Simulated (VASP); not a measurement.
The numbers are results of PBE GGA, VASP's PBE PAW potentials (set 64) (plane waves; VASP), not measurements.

The input files of a VASP run:

**INCAR**
```
ALGO = Normal
EDIFF = 1E-6
EDIFFG = -0.01
ENCUT = 400
GGA = PE
IBRION = 2
ISIF = 3
ISMEAR = 0
LASPH = .TRUE.
LCHARG = .FALSE.
LMAXMIX = 4
LREAL = .FALSE.
LWAVE = .FALSE.
NELM = 100
NSW = 40
PREC = Accurate
SIGMA = 0.05
SYSTEM = SnSe2
```

POSCAR:
```
SnSe2
1
    1.9431000000    -3.3655480000     0.0000000000
    1.9431000000     3.3655480000     0.0000000000
    0.0000000000     0.0000000000     6.2628000000
Sn Se
1 2
Direct
  0.0000000000   0.0000000000   0.0000000000
  0.3333330000   0.6666670000   0.2500000000
  0.6666670000   0.3333330000   0.7500000000
```

**KPOINTS**
```
Automatic mesh
0
Gamma
5 5 3
0 0 0
```

POTCAR, in this order: Sn_d Se (PBE.64 set). Program: vasp_std.

Output of the run:

### OSZICAR
```
...
DAV:   5    -0.118257295382E+02   -0.29050E-06   -0.42259E-05   617   0.529E-02    0.808E-03
DAV:   6    -0.118257302078E+02   -0.66961E-06   -0.51186E-06   466   0.226E-02
   4 F= -.11825730E+02 E0= -.11825730E+02  d E =-.156152E-02
       N       E                     dE             d eps       ncg     rms          rms(c)
DAV:   1    -0.118524577998E+02   -0.26728E-01   -0.13434E+00   410   0.821E+00    0.902E-01
DAV:   2    -0.118361404718E+02    0.16317E-01   -0.78813E-02   494   0.262E+00    0.523E-01
DAV:   3    -0.118283729495E+02    0.77675E-02   -0.15363E-02   497   0.979E-01    0.209E-01
DAV:   4    -0.118276871228E+02    0.68583E-03   -0.21873E-03   494   0.512E-01    0.542E-02
DAV:   5    -0.118276867426E+02    0.38019E-06   -0.31341E-04   542   0.156E-01    0.226E-02
DAV:   6    -0.118276939168E+02   -0.71742E-05   -0.53540E-05   504   0.822E-02    0.500E-03
DAV:   7    -0.118276944992E+02   -0.58240E-06   -0.56564E-06   418   0.272E-02
   5 F= -.11827694E+02 E0= -.11827694E+02  d E =-.352581E-02
       N       E                     dE             d eps       ncg     rms          rms(c)
DAV:   1    -0.118310972060E+02   -0.34033E-02   -0.14674E-01   426   0.386E+00    0.271E-01
DAV:   2    -0.118296268070E+02    0.14704E-02   -0.81182E-03   498   0.110E+00    0.141E-01
DAV:   3    -0.118290021508E+02    0.62466E-03   -0.13735E-03   484   0.522E-01    0.472E-02
DAV:   4    -0.118289552024E+02    0.46948E-04   -0.16761E-04   573   0.123E-01    0.192E-02
DAV:   5    -0.118289494572E+02    0.57453E-05   -0.12541E-05   526   0.316E-02    0.667E-03
DAV:   6    -0.118289487286E+02    0.72856E-06   -0.18778E-06   297   0.151E-02
   6 F= -.11828949E+02 E0= -.11828949E+02  d E =-.125423E-02
       N       E                     dE             d eps       ncg     rms          rms(c)
DAV:   1    -0.118509764997E+02   -0.22027E-01   -0.13148E+00   418   0.116E+01    0.813E-01
DAV:   2    -0.118381438183E+02    0.12833E-01   -0.72851E-02   490   0.320E+00    0.420E-01
DAV:   3    -0.118325965084E+02    0.55473E-02   -0.11578E-02   476   0.147E+00    0.147E-01
DAV:   4    -0.118321306402E+02    0.46587E-03   -0.15119E-03   573   0.387E-01    0.561E-02
DAV:   5    -0.118320902751E+02    0.40365E-04   -0.11645E-04   553   0.963E-02    0.179E-02
DAV:   6    -0.118320891633E+02    0.11118E-05   -0.14440E-05   501   0.369E-02    0.522E-03
DAV:   7    -0.118320903123E+02   -0.11489E-05   -0.16259E-06   328   0.120E-02    0.139E-03
DAV:   8    -0.118320906535E+02   -0.34120E-06   -0.30068E-07   218   0.588E-03
   7 F= -.11832091E+02 E0= -.11832091E+02  d E =-.439615E-02
       N       E                     dE             d eps       ncg     rms          rms(c)
DAV:   1    -0.119091459073E+02   -0.77056E-01   -0.52012E+00   418   0.233E+01    0.162E+00
DAV:   2    -0.118601312621E+02    0.49015E-01   -0.28846E-01   490   0.631E+00    0.837E-01
DAV:   3    -0.118384432969E+02    0.21688E-01   -0.42313E-02   477   0.272E+00    0.309E-01
DAV:   4    -0.118361713753E+02    0.22719E-02   -0.64472E-03   581   0.812E-01    0.107E-01
DAV:   5    -0.118360272945E+02    0.14408E-03   -0.50054E-04   545   0.212E-01    0.320E-02
DAV:   6    -0.118360313332E+02   -0.40387E-05   -0.52817E-05   494   0.684E-02    0.106E-02
DAV:   7    -0.118360371219E+02   -0.57887E-05   -0.71064E-06   446   0.243E-02    0.256E-03
DAV:   8    -0.118360382169E+02   -0.10950E-05   -0.84594E-07   376   0.719E-03    0.120E-03
DAV:   9    -0.118360383972E+02   -0.18026E-06   -0.28752E-07   267   0.442E-03
   8 F= -.11836038E+02 E0= -.11836038E+02  d E =-.834390E-02
       N       E                     dE             d eps       ncg     rms          rms(c)
DAV:   1    -0.121071537968E+02   -0.27112E+00   -0.20303E+01   410   0.470E+01    0.329E+00
DAV:   2    -0.119317354411E+02    0.17542E+00   -0.11476E+00   450   0.124E+01    0.167E+00
DAV:   3    -0.118503453069E+02    0.81390E-01   -0.13656E-01   463   0.478E+00    0.709E-01
DAV:   4    -0.118366088535E+02    0.13736E-01   -0.34503E-02   579   0.192E+00    0.201E-01
DAV:   5    -0.118361295907E+02    0.47926E-03   -0.24376E-03   506   0.515E-01    0.561E-02
DAV:   6    -0.118361784581E+02   -0.48867E-04   -0.21071E-04   505   0.133E-01    0.232E-02
DAV:   7    -0.118362128280E+02   -0.34370E-04   -0.34905E-05   455   0.517E-02    0.499E-03
DAV:   8    -0.118362181024E+02   -0.52745E-05   -0.42853E-06   440   0.151E-02    0.317E-03
DAV:   9    -0.118362190614E+02   -0.95900E-06   -0.16655E-06   335   0.101E-02
   9 F= -.11836219E+02 E0= -.11836219E+02  d E =-.852456E-02
       N       E                     dE             d eps       ncg     rms          rms(c)
DAV:   1    -0.118831742326E+02   -0.46956E-01   -0.32336E+00   410   0.173E+01    0.125E+00
DAV:   2    -0.118514612937E+02    0.31713E-01   -0.17936E-01   482   0.486E+00    0.629E-01
DAV:   3    -0.118380574294E+02    0.13404E-01   -0.31419E-02   469   0.235E+00    0.218E-01
DAV:   4    -0.118372302023E+02    0.82723E-03   -0.33883E-03   582   0.556E-01    0.976E-02
DAV:   5    -0.118371723395E+02    0.57863E-04   -0.23268E-04   512   0.144E-01    0.398E-02
DAV:   6    -0.118371777524E+02   -0.54128E-05   -0.51463E-05   503   0.758E-02    0.803E-03
DAV:   7    -0.118371817602E+02   -0.40078E-05   -0.68094E-06   423   0.234E-02    0.311E-03
DAV:   8    -0.118371824274E+02   -0.66716E-06   -0.97194E-07   369   0.838E-03
  10 F= -.11837182E+02 E0= -.11837182E+02  d E =-.948793E-02
       N       E                     dE             d eps       ncg     rms          rms(c)
DAV:   1    -0.119627693641E+02   -0.12559E+00   -0.36738E+00   509   0.276E+01    0.186E+00
DAV:   2    -0.118665164411E+02    0.96253E-01   -0.23001E-01   493   0.731E+00    0.936E-01
DAV:   3    -0.118346922107E+02    0.31824E-01   -0.97056E-02   509   0.439E+00    0.194E-01
DAV:   4    -0.118341976767E+02    0.49453E-03   -0.45375E-03   437   0.701E-01    0.124E-01
DAV:   5    -0.118338636998E+02    0.33398E-03   -0.60284E-04   581   0.262E-01    0.309E-02
DAV:   6    -0.118338761451E+02   -0.12445E-04   -0.93043E-05   493   0.129E-01    0.116E-02
DAV:   7    -0.118338824915E+02   -0.63463E-05   -0.14009E-05   447   0.435E-02    0.410E-03
DAV:   8    -0.118338844926E+02   -0.20011E-05   -0.23096E-06   384   0.129E-02    0.119E-03
DAV:   9    -0.118338846012E+02   -0.10864E-06   -0.15258E-07   226   0.417E-03
  11 F= -.11833885E+02 E0= -.11833885E+02  d E =0.329783E-02
       N       E                     dE             d eps       ncg     rms          rms(c)
DAV:   1    -0.119113743692E+02   -0.77490E-01   -0.20232E+00   509   0.193E+01    0.143E+00
DAV:   2    -0.118554727227E+02    0.55902E-01   -0.13564E-01   485   0.566E+00    0.705E-01
DAV:   3    -0.118379422351E+02    0.17530E-01   -0.53700E-02   509   0.333E+00    0.157E-01
DAV:   4    -0.118376945196E+02    0.24772E-03   -0.25911E-03   454   0.512E-01    0.101E-01
DAV:   5    -0.118375541268E+02    0.14039E-03   -0.32385E-04   550   0.188E-01    0.218E-02
DAV:   6    -0.118375650855E+02   -0.10959E-04   -0.44867E-05   501   0.800E-02    0.840E-03
DAV:   7    -0.118375670327E+02   -0.19472E-05   -0.65883E-06   431   0.267E-02    0.321E-03
DAV:   8    -0.118375674515E+02   -0.41879E-06   -0.11232E-06   390   0.865E-03
  12 F= -.11837567E+02 E0= -.11837567E+02  d E =-.385024E-03
       N       E                     dE             d eps       ncg     rms          rms(c)
DAV:   1    -0.118382161624E+02   -0.64913E-03   -0.20732E-02   454   0.136E+00    0.134E-01
DAV:   2    -0.118377654362E+02    0.45073E-03   -0.11299E-03   498   0.393E-01    0.743E-02
DAV:   3    -0.118376071376E+02    0.15830E-03   -0.46643E-04   521   0.264E-01    0.233E-02
DAV:   4    -0.118376035410E+02    0.35966E-05   -0.56459E-05   533   0.614E-02    0.909E-03
DAV:   5    -0.118376034159E+02    0.12506E-06   -0.54069E-06   504   0.263E-02
  13 F= -.11837603E+02 E0= -.11837603E+02  d E =-.359645E-04
```

File OUTCAR:
```
------------------------ aborting loop because EDIFF is reached ----------------------------------------
  FORCE on cell =-STRESS in cart. coord.  units (eV):
  Direction    XX          YY          ZZ          XY          YZ          ZX
  --------------------------------------------------------------------------------------
  Total        0.0255936      0.0255936     -0.0071077      0.0000000      0.0000000     -0.0000000
  in kB        0.4622058      0.4622058     -0.1283608      0.0000000      0.0000000     -0.0000000
  external PRESSURE =       0.2653503 kB  Pullay stress =       0.0000000 kB
  volume of cell :       88.72
      direct lattice vectors                 reciprocal lattice vectors
     1.940848522 -3.361648326 -0.000000000     0.257619281 -0.148736558 -0.000000000
     1.940848522  3.361648326  0.000000000     0.257619281  0.148736558 -0.000000000
     0.000000000  0.000000000  6.798810571     0.000000000 -0.000000000  0.147084551
 POSITION                                       TOTAL-FORCE (eV/Angst)
 -----------------------------------------------------------------------------------
      1.94085     -3.36165     -0.00000        -0.000000      0.000000      0.000000
      1.94085      1.12055      1.59000        -0.000000     -0.000000     -0.002880
      1.94085     -1.12055      5.20882         0.000000      0.000000      0.002880
 -----------------------------------------------------------------------------------
    total drift:                                0.000000     -0.000000     -0.000000
  FREE ENERGIE OF THE ION-ELECTRON SYSTEM (eV)
  ---------------------------------------------------
  free  energy   TOTEN  =       -11.8376034159 eV

  energy  without entropy=      -11.8376034159  energy(sigma->0) =      -11.83760342

 reached required accuracy - stopping structural energy minimisation
```
(Selected blocks of OUTCAR.)

**CONTCAR**
```
SnSe2
   1.00000000000000
     1.9408485220972689   -3.3616483255284835   -0.0000000000000001
     1.9408485220972689    3.3616483255284835    0.0000000000000001
     0.0000000000000001    0.0000000000000001    6.7988105711263147
  Sn              Se
     1     2
Direct
     1.0000000000000000    0.0000000000000000    0.0000000000000000
     0.3333330000000032    0.6666669999999968    0.2338637549636346
     0.6666669999999968    0.3333330000000032    0.7661362450363652
```

Energy and stress use the plane-wave basis of the starting cell.

The compound is SnSe2 in the 1T layered structure. This run relaxes it. Symmetry was kept, so distortions that lower it aren't found.
